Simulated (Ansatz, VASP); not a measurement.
# Cross-check of N between VASP and Ansatz, part 2 of 2

One calculation is typed for both programs; each brings its own data sets. How far apart do they land? The cell is taken from a series of runs on this material, whose earlier steps may have relaxed, scaled, displaced or heated it; both programs get it as it stands.

VASP 6.6.1 and Ansatz 0.2.0.

So far: The structure; VASP: zone-centre phonons, LDA.

### Step 3. Ansatz: zone-centre phonons, LDA

Level of this step: Ansatz beside VASP: Kohn-Sham DFT, plane waves, LDA (Ansatz).

Ansatz runs on its default PAW (the set named soft_2) files.

The same cell, functional (in two slightly different forms), mesh and smearing now go to Ansatz, which takes its cutoff from its data sets.

Contents of input.yaml:

```yaml
crystal:
  lattice:
    - [3.714969715, 0.0, 0.0]
    - [0.0, 3.714969715, 0.0]
    - [0.0, 0.0, 4.9598631909]
  atoms:
    - { symbol: "N", position: [0.8959258176, 0.8959258176, 0.0] }
    - { symbol: "N", position: [0.6040741824, 0.3959258176, 0.5] }
    - { symbol: "N", position: [0.1040741824, 0.1040741824, 0.0] }
    - { symbol: "N", position: [0.3959258176, 0.6040741824, 0.5] }
total_charge: 0.04
kpoints:
  mp_grid: { grid: [10, 10, 8] }
hamiltonian:
  xc: lda
scf:
  occupations: { method: fermi_dirac, width: 0.1 }
  n_extra_bands: 10
output:
  eigenvalues: true
phonons:
  method: dfpt
```

Run with:

```sh
$ ansatz run input.yaml --threads 4 --pin off --max-ram 8192MiB --backend cpu --events-out ev --progress --plain --runs-dir out
```

Numbers of over 12 decimals in the logs are rounded to 6 here.

The log of the run:

```text
scf.n_extra_bands = 10 over 10 filled bands (N_el = 20.0): the run solves 20 bands
zone centre: on kpoints.mp_grid the ground state, and the responses unless they are solved on pairs of k-points, stand on 260 of the mesh's 800 k-points, reduced under 2 symmetry operations, with k and −k counted as one. Each operation leaves every solved displacement unchanged or reverses it
Engine: ansatz 0.2.0, aarch64-unknown-linux-gnu
Pseudopotentials: kind: paw
Pseudopotential: N, paw, valence charge 5, recommended cutoff 420 eV (normal), N.paw.azcp
Functional definition: SPW92
  exchange = slater_x
  correlation = pw_c
Crystal: 4 atoms, lattice volume = 68.451 Å³
Basis set: ecut = 420 eV, 1337 PW (Γ), exchange–correlation on 60×60×72 points (8 copies of the dense FFT grid, shifted against one another)
Bands: 20, of which v1, the nominal top of the filled ones, is band 10 counted from 1 (9 counted from 0)
Symmetry: 16 space group operations
k-points: 260 of 800 (irreducible under 2 space group operations, time reversal used)
Non-local potential: N, projectors of the file, l = 0: 2, l = 1: 2, l = 2: 1
PAW form: soft (Blöchl's): semilocal exchange-correlation on the pseudo side does not see the compensation charge
PAW frozen core: N, regenerated for the run's functional, and the local potential with it (the file was generated under x = pbe(κ = 0.804, μ = 0.219515), c = pbe(β = 0.066725))
PAW one-centre angular grid: N, 110 points (default); XC on 64 Gauss nodes
Initial density: superposition of atomic densities (neutral atoms scaled as one to the charged cell's electrons: chi_scale 0, normalization atom), corrected by the library's trained network
Initial wavefunctions: pseudopotential atomic-orbital guess
Functional: x = slater, c = lda
SCF iter   1: F=—  HF=-1494.424382 eV  |F-HF|=—  |Δ(HF+E_count)|=         —  Δρ=8.28e-3  dr2=3.59e-2  ethr=1.77e-3  ⟨swp⟩=5.4  Hψ=25601  notcnv=0  defer=364
preconditioner: auto → none  [insulator: Δε(μ)=6.129 eV  Ē_g=17.666 eV  σ=0.100 eV  W_gap=0.90  n_scr=14 (ndim 8)  ℏωp=20.1 eV  f_vac=0.117  D(μ)=0.39/eV (n_scr^D=0)  ε∞_Penn≈2.3]
SCF iter   2: F=—  HF=-1494.414053 eV  |F-HF|=—  |Δ(HF+E_count)|=   1.03e-2  Δρ=2.98e-3  dr2=3.32e-3  ethr=1.80e-4  ⟨swp⟩=2.0  Hψ=9362  notcnv=0  defer=463
SCF iter   3: F=—  HF=-1494.413517 eV  |F-HF|=—  |Δ(HF+E_count)|=   5.36e-4  Δρ=6.54e-4  dr2=1.45e-4  ethr=1.66e-5  ⟨swp⟩=2.4  Hψ=5602  notcnv=0  defer=463
SCF iter   4: F=—  HF=-1494.413534 eV  |F-HF|=—  |Δ(HF+E_count)|=   1.70e-5  Δρ=1.01e-4  dr2=2.79e-6  ethr=7.28e-7  ⟨swp⟩=2.1  Hψ=5880  notcnv=0  defer=463
SCF iter   5: F=—  HF=-1494.413536 eV  |F-HF|=—  |Δ(HF+E_count)|=   2.08e-6  Δρ=7.16e-6  dr2=1.92e-8  ethr=1.40e-8  ⟨swp⟩=2.5  Hψ=5823  notcnv=0  defer=463
SCF iter   6: F=—  HF=-1494.413536 eV  |F-HF|=—  |Δ(HF+E_count)|=   6.32e-8  Δρ=5.87e-7  dr2=1.06e-10  ethr=9.60e-11  ⟨swp⟩=2.6  Hψ=6368  notcnv=0  defer=463
SCF iter   7: F=-1494.413536 eV  HF=-1494.413536 eV  |F-HF|=4.55e-13  |Δ(HF+E_count)|=  1.82e-11  Δρ=4.23e-8  dr2=6.58e-13  ethr=1.00e-12  ⟨swp⟩=11.1  Hψ=28790  notcnv=0
SCF 1 converged in 7 iterations: F = -1494.413536 eV  dr2 = 6.58e-13
  greatest PAW one-centre occupation: 0.850 electrons in one spin orbital (limit 2), on the N atom at site 2 (counted from 0), in its partial waves of l = 0
DFPT response loops at Γ: preconditioner auto → Kerker (q_TF=auto, 2.222 Å⁻¹) (partly filled bands, converged f_vac=0.081); β = 1.00, the filter's whole step (`scf.mixing.beta` (0.50) is not read by the response loops under this deck's `scf.mixing.preconditioner`; to damp them name `kerker` or `kerker_dos`, under which they read `scf.mixing.beta`, and type it under 1.00, their step now; both keys bind the ground state too); Broyden in place of MSR1
SCF converged after 7 iterations
Free energy (F): -1494.413536 eV
Harris-Foulkes:  -1494.413536 eV  (|F-HF|=4.55e-13)
Internal energy: -1494.394714 eV  (E = F + TS)
E sigma→0 (E₀):  -1494.404125 eV
Entropy (-TS):   -0.018822 eV (-4.706 meV/atom)
Fermi energy:    -3.944153 eV
--- Per-component energies (eV) ---
  E_band       = -188.630255
  E_kinetic    = 499.617325
  E_local      = -1323.900567  (includes V_loc(G=0)·N_el)
  E_nonlocal   = 198.158588
  E_hartree    = 402.803433
  E_xc         = -224.902365
  E_vxc        = -286.894314  (∫ρ·V_xc dr)
  E_paw        = -472.875013  (= ΣΔE_a)
  E_vpaw       = -81.218483  (= ΣTr[D̂ρ^β])
  E_aug_tail   = 0.000335  (compensation charges beyond the density's cutoff)
  E_ewald      = -573.616626
  E_core_change = 0.320176  (= ΣΔE_core)
  E_smearing   = -0.018822  (= −TS)
  E_closure    = 0.000000  (closes the sum)
  E_deformation_potential = 0.256170  (in the stress; not in F)
  Σ components = -1494.413536   (vs F -1494.413536, Δ=0.00e0)
--- Band table (eV; the first three rows and the last of 260) ---
  k-point 0: bands = [... 6 lower, -5.7082, -5.7082, -5.5930, -4.6279, 2.0286, 3.3115, 3.9505, 3.9505, ... 6 higher]
  k-point 1: bands = [... 6 lower, -5.7159, -5.7159, -5.4386, -4.6340, 2.0707, 3.2547, 3.9508, 3.9508, ... 6 higher]
  k-point 2: bands = [... 6 lower, -5.7342, -5.7342, -5.2019, -4.6581, 2.1931, 3.0958, 3.9509, 3.9509, ... 6 higher]
  k-point 259: bands = [... 6 lower, -6.1367, -6.1367, -4.1665, -4.1665, 3.3369, 3.3369, 4.8505, 4.8505, ... 6 higher]
--- Phonons (Γ-DFPT): 2 representative perturbations + reference, on 260 of 800 k-points (Σ response iterations 6) ---
  k mesh reduced under 2 symmetry operations, with k and −k counted as one. Each operation leaves every solved displacement unchanged or reverses it
  ASR residual: 2.395e-5 → 0.000e0 eV/Å²; symmetrization residual: 4.504e-8 eV/Å²
  ASR residual per site (eV/Å²): 2.39e-5 2.39e-5 2.39e-5 2.39e-5
  Γ frequencies (cm⁻¹): 0.00 0.00 0.00 38.35 38.35 63.52 63.52 114.54 119.92 127.94 2379.67 2382.04
  non-analytic LO–TO correction: not included (Born effective charges unavailable; polar crystals: no LO–TO splitting at Γ)
```

### Step 4. Differences

Known differences besides the potentials themselves: the two LDA forms differ slightly; the cutoff is 420 eV in Ansatz and 600 eV in VASP; VASP's log shows a relativistic correction to its local exchange, Ansatz's none. Total energies have different zeros and are not compared.

Zone-centre modes by rising frequency (cm⁻¹; imaginary ones negative):

```
program                                                                               modes
 Ansatz          0.0, 0.0, 0.0, 38.4, 38.4, 63.5, 63.5, 114.5, 119.9, 127.9, 2379.7, 2382.0
   VASP  -227.6, -227.6, -197.7, -185.9, -0.9, -0.9, 0.0, 60.8, 60.8, 114.2, 2523.3, 2544.8
```

The two lists differ in the order or number of single and degenerate modes, so they aren't paired one by one; the r.m.s. figure in the results sets the two lists side by side in order. The cell carries a charge of +0.04 e against a uniform background, so its pressure also hangs on how the neutralising background is counted, and in a defect's cell a gap may be the spacing between its levels.

### Step 5. What came out

| Property | Result |
| --- | --- |
| r.m.s. difference of the optical zone-centre modes, each program's sorted by frequency (zone-centre phonons, LDA) | 190 cm⁻¹ |

**Reading.** The r.m.s. difference of the optical zone-centre modes, each program's sorted by frequency is 190 cm⁻¹ (zone-centre phonons, LDA). What causes the difference of the zone-centre phonons, LDA pair stays open here. Such differences can come from data sets, numerical settings and the points named under the comparisons, not from the functional's error against experiment.

[Lines on the potential files, build, host, timing and source positions are cut from VASP's logs without a mark.]

[Logs are printed without paths, hosts, clocks, repeated set-up lines and the standing remarks that a program may print on its own settings, such as how far it seeks lower states.]

[Hosts, paths, dates, database ids (printed as entryN), source tags and the programs' standing remarks are cut or masked in the printed files.]
